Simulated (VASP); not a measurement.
```
CELL_PARAMETERS angstrom
      3.18139     0.00000     0.00000
     -1.59070     2.75517     0.00000
      0.00000     0.00000    20.87589
ATOMIC_POSITIONS crystal
  Mo 0.33333 0.66667 0.15327
  Mo 0.66667 0.33333 0.44858
  Se 0.33333 0.66667 0.52922
  Se 0.33333 0.66667 0.36777
  S  0.66667 0.33333 0.07994
  S  0.66667 0.33333 0.22681
```

Computed with LDA (Ceperley-Alder, Perdew-Zunger), VASP's LDA PAW potentials (set 64) (plane waves; VASP). Run with 400 eV cut-off, 9×9×2 Γ-centred mesh, tetrahedra with Blöchl corrections, potentials Mo_sv Se S.

The cell holds a wide vacuum, so values per volume refer to the whole cell. The cores are frozen, which limits the accuracy of field gradients.

**Question.** Give the principal components of the electric field gradient (V/Å²) and the asymmetry η at each nucleus.

**Answer.** 
```json
[
 {"atom": "Mo1", "Vxx": "44.9", "Vyy": "44.9", "Vzz": "-89.8", "η": "0.00"},
 {"atom": "Mo2", "Vxx": "30.4", "Vyy": "30.4", "Vzz": "-60.8", "η": "0.00"},
 {"atom": "Se3", "Vxx": "51.2", "Vyy": "51.2", "Vzz": "-102.5", "η": "0.00"},
 {"atom": "Se4", "Vxx": "43.9", "Vyy": "43.9", "Vzz": "-87.8", "η": "0.00"},
 {"atom": "S5", "Vxx": "31.6", "Vyy": "31.6", "Vzz": "-63.3", "η": "0.00"},
 {"atom": "S6", "Vxx": "27.5", "Vyy": "27.5", "Vzz": "-54.9", "η": "0.00"}
]
```

The cell is a sheet with vacuum, built from a database entry that may be metastable or hypothetical.
